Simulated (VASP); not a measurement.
ZrN (relaxed from the CsCl structure, space group Pm-3m): computed properties

Calculation: PBEsol GGA, VASP's PBE PAW potentials (set 64) (plane waves; VASP).

```json
{
  "space_group": "Pm-3m (221)",
  "cell": "a = b = c = 2.8092 Å, α = β = γ = 90.00°",
  "volume_per_atom": "11.09 Å³/atom",
  "band gap (over mesh and band path)": "none (metal, semimetal or under 0.01 eV)",
  "density": "7.88 g/cm³"
}
```

```yaml
crystal:
  lattice:
    - [2.80925, 0.00000, 0.00000]
    - [0.00000, 2.80925, 0.00000]
    - [0.00000, 0.00000, 2.80925]
  atoms:
    - { symbol: Zr, position: [0.00000, 0.00000, 0.00000] }
    - { symbol: N, position: [0.50000, 0.50000, 0.50000] }
```

The structure was generated: ZrN was put into the CsCl type (Pm-3m), which need not be its known phase. It was relaxed first, which changed the volume by -25 %. Symmetry was kept, so distortions that lower it aren't found. The electron count is odd and the run is not spin-polarised, which forces a metal.
